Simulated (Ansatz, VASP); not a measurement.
**Two plane-wave programs on SrMg3O4**

Contents of run.py:

```python
from ase.calculators.vasp import Vasp
from ase.dft.bandgap import bandgap
from ase.io import read

atoms = read('SrMg3O4.cif')
calc = Vasp(
    directory='calc',
    xc='lda',
    pp='LDA',
    setups='materialsproject',
    prec='Accurate',
    encut=520,
    ediff=1e-06,
    ismear=0,
    sigma=0.05,
    lreal=False,
    lasph=True,
    nelm=60,
    algo='Normal',
    isif=2,
    lwave=False,
    lcharg=True,
    lelf=True,
    lvhar=True,
    kpts=[8, 8, 3],
    gamma=True,
)
atoms.calc = calc

print('energy (eV):', atoms.get_potential_energy())
print('free energy (eV):', atoms.get_potential_energy(force_consistent=True))
print('forces (eV/A):')
print(atoms.get_forces())
print('stress (eV/A^3, Voigt):', atoms.get_stress())
print('Fermi level (eV):', calc.get_fermi_level())
gap, top, bottom = bandgap(calc)
print('band gap (eV):', gap, 'from (spin, k, band)', top, 'to', bottom)
```

File SrMg3O4.cif:

```cif
data_SrMg3O4
_cell_length_a 3.30149600
_cell_length_b 3.30149600
_cell_length_c 8.97960800
_cell_angle_alpha 90.00000000
_cell_angle_beta 90.00000000
_cell_angle_gamma 90.00000000
_space_group_name_H-M_alt 'P1'
_space_group_name_Hall 'P 1'
_space_group_IT_number 1
loop_
_space_group_symop_operation_xyz
'x,y,z'
loop_
_atom_site_label
_atom_site_type_symbol
_atom_site_symmetry_multiplicity
_atom_site_Wyckoff_symbol
_atom_site_fract_x
_atom_site_fract_y
_atom_site_fract_z
_atom_site_occupancy
Sr1 Sr 1 a 0.0000000000 0.0000000000 0.0000000000 1
Mg1 Mg 1 a 0.5000000000 0.5000000000 0.2723470000 1
Mg2 Mg 1 a 0.0000000000 0.0000000000 0.5000000000 1
Mg3 Mg 1 a 0.5000000000 0.5000000000 0.7276530000 1
O1 O 1 a 0.5000000000 0.5000000000 0.5000000000 1
O2 O 1 a 0.0000000000 0.0000000000 0.7250160000 1
O3 O 1 a 0.5000000000 0.5000000000 0.0000000000 1
O4 O 1 a 0.0000000000 0.0000000000 0.2749840000 1
```

File input.yaml:

```yaml
crystal:
  lattice:
    - [3.301496, 0.0, 0.0]
    - [0.0, 3.301496, 0.0]
    - [0.0, 0.0, 8.979608]
  atoms:
    - { symbol: Sr, position: [0.0, 0.0, 0.0] }
    - { symbol: Mg, position: [0.5, 0.5, 0.272347] }
    - { symbol: Mg, position: [0.0, 0.0, 0.5] }
    - { symbol: Mg, position: [0.5, 0.5, 0.727653] }
    - { symbol: O, position: [0.5, 0.5, 0.5] }
    - { symbol: O, position: [0.0, 0.0, 0.725016] }
    - { symbol: O, position: [0.5, 0.5, 0.0] }
    - { symbol: O, position: [0.0, 0.0, 0.274984] }
hamiltonian:
  xc: lda
  pseudopotentials: { kind: paw }
kpoints:
  mp_grid: { grid: [8, 8, 3] }
scf:
  occupations: { method: gaussian, width: 0.05 }
output:
  forces: true
  stress: true
  eigenvalues: true
```

The cell comes from a database or a generator and needn't be the stable form of this composition.

Alike in both runs: task single point; functional LDA; k mesh 8 × 8 × 3; occupations gaussian, width 0.05 eV; no spin polarisation.

|  | VASP | Ansatz |
| --- | --- | --- |
| version | VASP 6.6.1 | Ansatz 0.2.0 |
| potentials or method | VASP PAW LDA potentials, release 64 (Sr_sv, Mg_pv, O) | Ansatz PAW |
| plane-wave cutoff (eV) | 520 | 420 |
| valence electrons in the cell | 58 | 64 |

VASP gave:

- gap on the k mesh at the Fermi level (eV): 2.04
- least direct gap on the mesh (eV): 2.24
- pressure (GPa): -8.0
- largest component of the traceless stress (GPa): 0.83
- rms of the force components (eV/Å): 0.058

Estimate Ansatz's values.

gap on the k mesh at the Fermi level (eV): 2.06; least direct gap on the mesh (eV): 2.28; pressure (GPa): -8.6; largest component of the traceless stress (GPa): 0.80; rms of the force components (eV/Å): 0.062.

Atom by atom the forces differ by 0.008 eV/Å (rms over components). The two sets of potentials don't hold the same shells in valence.

Caveats: an odd mesh through Γ misses points on the zone boundary, where band edges often lie (VASP); odd divisions of the mesh miss points on the zone boundary, where band edges often lie, so the gap on the mesh can be too wide (Ansatz); the pressure holds a Pulay correction of +0.7 GPa for the finite cutoff (Ansatz); the PAW data sets come from PBE, with cores solved anew for the run's functional, which leaves a small shift of forces and pressure (Ansatz). A hybrid or GW would open this gap; LDA tends to underestimate it.
